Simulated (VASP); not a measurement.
The system is Cs2InAgCl6.

```
CELL_PARAMETERS angstrom
0.00000 5.23450 5.23450
5.23450 0.00000 5.23450
5.23450 5.23450 0.00000
ATOMIC_POSITIONS crystal
Cs 0.75000 0.75000 0.75000
Cs 0.25000 0.25000 0.25000
In 0.00000 0.00000 0.00000
Ag 0.50000 0.50000 0.50000
Cl 0.76021 0.76021 0.23979
Cl 0.23979 0.23979 0.76021
Cl 0.76021 0.23979 0.76021
Cl 0.23979 0.76021 0.76021
Cl 0.23979 0.76021 0.23979
Cl 0.76021 0.23979 0.23979
```

```yaml
Program: VASP 6.6.1
Task: relaxation of cell and atoms
Functional: PBEsol
Dispersion: D4
Potentials_or_basis: VASP PAW PBE potentials, release 64 (Cs_sv, In_d, Ag, Cl)
Cutoff: 600 eV
k_mesh: 4 × 4 × 4
Occupations: fermi-dirac, width 0.05 eV
Spin: no spin polarisation
```

At the start: pressure -0.9 GPa; volume 28.69 Å³/atom.

**Question.** How do energy, volume and symmetry change on relaxing?

**Answer.** Over 5 steps the energy falls by 9.0 meV/atom and the volume is 27.33 Å³/atom (-4.7 %); space group Fm-3m (No. 225, to 0.05 Å).

Step by step:
| step | energy change (eV) | largest force (eV/Å) | pressure (GPa) | volume (Å³) |
| --- | --- | --- | --- | --- |
| 1 | 0.0000 | 0.3283 | -0.92 | 286.85 |
| 2 | -0.0557 | 0.2739 | -0.34 | 280.05 |
| 3 | -0.0788 | 0.1862 | 0.51 | 271.94 |
| 4 | -0.0897 | 0.0292 | 0.07 | 273.45 |
| 5 | -0.0898 | 0.0093 | 0.11 | 273.31 |

Final structure:
```
Cs In Ag Cl
1.0
     0.00000    5.15078    5.15078
     5.15078    0.00000    5.15078
     5.15078    5.15078    0.00000
Cs In Ag Cl
2 1 1 6
Cartesian
  7.7262 7.7262 7.7262
  2.5754 2.5754 2.5754
  0.0000 0.0000 0.0000
  5.1508 5.1508 5.1508
  5.1508 5.1508 7.7805
  5.1508 5.1508 2.5210
  5.1508 7.7805 5.1508
  7.7805 5.1508 5.1508
  5.1508 2.5210 5.1508
  2.5210 5.1508 5.1508
```

Caveat: the PAW data sets were made with another functional, which shifts forces and pressure a little.
